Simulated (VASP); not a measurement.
ZnB:

```
CELL_PARAMETERS angstrom
2.80737 0.00000 0.00000
0.00000 2.80737 0.00000
0.00000 0.00000 2.80737
ATOMIC_POSITIONS crystal
Zn 0.00000 0.00000 0.00000
B 0.50000 0.50000 0.50000
```

The cell was built by a generator and needn't be a form met in nature.

- Program: VASP 6.6.1
- Task: single point
- Functional: PBE
- Potentials or basis: VASP PAW PBE potentials, release 64 (Zn, B)
- Cutoff: 520 eV
- k mesh: 9 × 9 × 9
- Occupations: fermi-dirac, width 0.05 eV
- Spin: no spin polarisation

On this cell: pressure 0.6 GPa; largest force zero by symmetry; band gap on the k mesh none (metal or under the smearing width).

The same run follows on a disturbed copy (atoms moved at random, drawn with an rms of 0.05 Å):

```
Zn B
1.0
     2.80737    0.00000    0.00000
     0.00000    2.80737    0.00000
     0.00000    0.00000    2.80737
Zn B
1 1
Direct
  0.98087 0.99157 0.00100
  0.50155 0.50617 0.50411
```

What changes?

The energy (extrapolated to zero smearing) moves by +1.3 meV/atom; pressure 0.7 GPa; largest force 0.074 eV/Å; band gap on the k mesh none (metal or under the smearing width).

Forces on the atoms (eV/Å):
```
Zn   0.059  0.043  0.009
B   -0.059 -0.043 -0.009
```

Stress tensor (GPa, compression positive):
```
0.68 0.30 0.06
0.30 0.75 0.05
0.06 0.05 0.82
```
